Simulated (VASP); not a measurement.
Computed with optB88-vdW, VASP's PBE PAW potentials (set 64) (plane waves; VASP).

Input for VASP

**INCAR**
```
! general
SYSTEM   = CsBr
PREC     = Accurate
ENCUT    = 520   ! plane-wave cut-off (eV)
LREAL    = .FALSE.   ! projection in real space or not
LASPH    = .TRUE.

! electronic loop
EDIFF    = 1E-7   ! SCF stop (eV)
NELM     = 100   ! most electronic steps
ALGO     = Normal
LMAXMIX  = 4   ! l cut-off of mixed one-centre charges

! smearing
ISMEAR   = 0   ! Gaussian
SIGMA    = 0.05   ! width (eV)

! functional
GGA      = BO
LUSE_VDW = .TRUE.
AGGAC    = 0.0
PARAM1   = 0.1833333333
PARAM2   = 0.22

! ions
ISIF     = 2   ! forces and stress, cell fixed

! output
LWAVE    = .FALSE.
LCHARG   = .FALSE.
```

**KPOINTS**
```
Automatic
0
G
 6 6 6
0 0 0
```

POSCAR:
```
CsBr
1
    4.3281315218     0.0000000000     0.0000000000
    0.0000000000     4.3281315218     0.0000000000
    0.0000000000     0.0000000000     4.3281315218
Cs Br
1 1
Direct
  0.0000000000   0.0000000000   0.0000000000
  0.5000000000   0.5000000000   0.5000000000
```

POTCAR, in this order: Cs_sv Br (PBE.64 set). Program: vasp_std.

Unless said otherwise, spin-orbit coupling is left out, though it shifts the bands of the heavy elements here.

Task: Predict the energy per atom (σ→0), band gap (on the k-mesh).

Result: 
```json
{
 "energy per atom (σ→0)": "-0.867 eV/atom",
 "band gap (on the k-mesh)": "4.34 eV"
}
```

OSZICAR:
```
...
DAV:   7    -0.173311504972E+01    0.42674E-01   -0.18504E-01   608   0.223E+00    0.555E-01
DAV:   8    -0.173363323769E+01   -0.51819E-03   -0.11995E-02   544   0.825E-01    0.949E-02
DAV:   9    -0.173377673650E+01   -0.14350E-03   -0.20532E-03   604   0.286E-01    0.738E-02
DAV:  10    -0.173386671646E+01   -0.89980E-04   -0.15186E-04   548   0.113E-01    0.910E-03
DAV:  11    -0.173387338152E+01   -0.66651E-05   -0.17812E-05   572   0.318E-02    0.341E-03
DAV:  12    -0.173387409008E+01   -0.70856E-06   -0.38898E-06   568   0.132E-02    0.117E-03
DAV:  13    -0.173387403434E+01    0.55744E-07   -0.15856E-07   472   0.299E-03
   1 F= -.17338740E+01 E0= -.17338740E+01  d E =-.107049E-10
```

The compound is CsBr in the CsCl type structure. This cell is one point of a volume scan, at 1.03 of the reference volume.
